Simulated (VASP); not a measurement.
Runs of VASP 6.6.1 on SiC. The structure is hexagonal, space group P6_3mc (No. 186). The conventional cell has a = 3.076 Å, b = 3.076 Å, c = 5.048 Å, α = 90.00°, β = 90.00°, γ = 120.00°. Around Si (site symmetry 3m) lie 4 C at 1.87 to 1.94 Å. C (site symmetry 3m) is surrounded by 4 Si at 1.87 to 1.94 Å. 

```tsv
k mesh	cutoff (eV)	mesh quality	gap on the mesh (eV)	pressure (GPa)	largest force (eV/Å)
12 × 12 × 8	520	not flagged	2.32	3.6	0.75
9 × 9 × 6	600	not flagged	2.32	3.5	0.75
9 × 9 × 6	400	not flagged	2.32	-	0.75
3 × 3 × 2	520	coarse	2.26	4.3	(b)
9 × 9 × 4	520	not flagged	2.32	3.6	0.75
9 × 9 × 6	520	not flagged	2.32	3.6	0.75
6 × 6 × 4	520	not flagged	2.32	3.6	0.75
9 × 9 × 6	700	not flagged	2.32	(a)	0.75
```

Alike in all rows: task single point; level PBE; potentials or basis VASP PAW PBE potentials, release 64 (Si, C); no spin polarisation; cell as given; smearing gaussian 0.02 eV.

Estimate the missing entries.

(a) 3.4; (b) 0.58.

Caveats: some runs use coarse meshes; an odd mesh through Γ misses points on the zone boundary, where band edges often lie (some runs); the cutoff is under 1.25 times the usual one of these potentials, so pressure, stress and relaxed cells hold a basis-set (Pulay) error (some runs).

Not every run made on this cell is shown here.
